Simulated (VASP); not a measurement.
An input for Quantum ESPRESSO's pw.x (written as the equivalent of a VASP run, and not itself run):

```
&CONTROL
  calculation = 'scf'
  pseudo_dir = './pseudo'
  outdir = './out'
  tprnfor = .true.
  tstress = .true.
/
&SYSTEM
  ibrav = 0
  nat = 5
  ntyp = 3
  ecutwfc = 72
  occupations = 'smearing'
  smearing = 'gaussian'
  degauss = 0.003675
  input_dft = 'pbe'
  vdw_corr = 'grimme-d3'
  dftd3_version = 3
  dftd3_threebody = .false.
/
&ELECTRONS
  conv_thr = 7.3e-09
  electron_maxstep = 100
/
ATOMIC_SPECIES
  Cs 132.905 Cs.upf
  Sn 118.710 Sn.upf
  I 126.904 I.upf
CELL_PARAMETERS angstrom
     6.2320378    0.0000000    0.0000000
     0.0000000    6.2320378    0.0000000
     0.0000000    0.0000000    6.2320378
ATOMIC_POSITIONS crystal
  Cs   0.0000000  0.0000000  0.0000000
  Sn   0.5000000  0.5000000  0.5000000
  I    0.5000000  0.0000000  0.5000000
  I    0.0000000  0.5000000  0.5000000
  I    0.5000000  0.5000000  0.0000000
K_POINTS automatic
  4 4 4 0 0 0
```

**Question.** Write the VASP files for the same calculation (PBE-D3 (zero damping)).

**Answer.** Several could match; the one computed here: 
**POSCAR**
```
CsSnI3
1
    6.2320377890     0.0000000000     0.0000000000
    0.0000000000     6.2320377890     0.0000000000
    0.0000000000     0.0000000000     6.2320377890
Cs Sn I
1 1 3
Direct
  0.0000000000   0.0000000000   0.0000000000
  0.5000000000   0.5000000000   0.5000000000
  0.5000000000   0.0000000000   0.5000000000
  0.0000000000   0.5000000000   0.5000000000
  0.5000000000   0.5000000000   0.0000000000
```

KPOINTS:
```
Regular mesh
0
G
4 4 4
0 0 0
```

**INCAR**
```
# general
SYSTEM  = CsSnI3
PREC    = Accurate
ENCUT   = 520
LREAL   = F   # projection in real space or not
LASPH   = T

# electronic loop
EDIFF   = 1E-7   # SCF stop (eV)
NELM    = 100
ALGO    = Normal   # blocked Davidson
LMAXMIX = 4

# smearing
ISMEAR  = 0   # Gaussian
SIGMA   = 0.05   # width (eV)

# functional
GGA     = PE   # PBE
IVDW    = 11   # D3, zero damping

# ions
ISIF    = 2   # forces and stress, cell fixed

# output
LWAVE   = F
LCHARG  = F
```

POTCAR, in this order: Cs_sv Sn_d I (PBE.64 set). Program: vasp_std.

Limits of the translation: the potentials are each code's own (VASP's PAW set, PseudoDojo norm-conserving files in pw.x), so ENCUT and ecutwfc are chosen apart and not converted; conv_thr bounds pw.x's estimated SCF error, while EDIFF bounds the energy change between steps.

The compound is CsSnI3 in the cubic perovskite structure, the ideal cubic form; the compound distorts at low or room temperature. It was relaxed first.
